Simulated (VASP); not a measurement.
## TiAl (L1_0): computed properties

Computed with r2SCAN meta-GGA, VASP's PBE PAW potentials (set 64) (plane waves; VASP).

```yaml
space_group: P4/mmm (123)
cell: a = b = 2.815 Å, c = 4.050 Å, α = β = γ = 90.00°
volume_per_atom: 16.05 Å^3/atom
band gap (over mesh and band path): none (metal, semimetal or under 0.01 eV)
density: 3.87 g/cm³
```

```
AlTi
1.0
    2.81480     0.00000     0.00000
    0.00000     2.81480     0.00000
    0.00000     0.00000     4.05023
Ti Al
1 1
Direct
  0.00000   0.00000   0.00000
  0.50000   0.50000   0.50000
```

Measured: c 4.077 Å (computed value off by -0.7 %), as given by Rajendra R. Zope et al., Physical review. B, Condensed matter (2003), arXiv:cond-mat/0306298. The calculation is for a static lattice, while the measured c holds thermal and zero-point effects, which are part of the difference.

The compound is TiAl in the L1_0 structure. It was relaxed first. Symmetry was kept, so distortions that lower it aren't found. The electron count is odd and the run is not spin-polarised, which forces a metal.
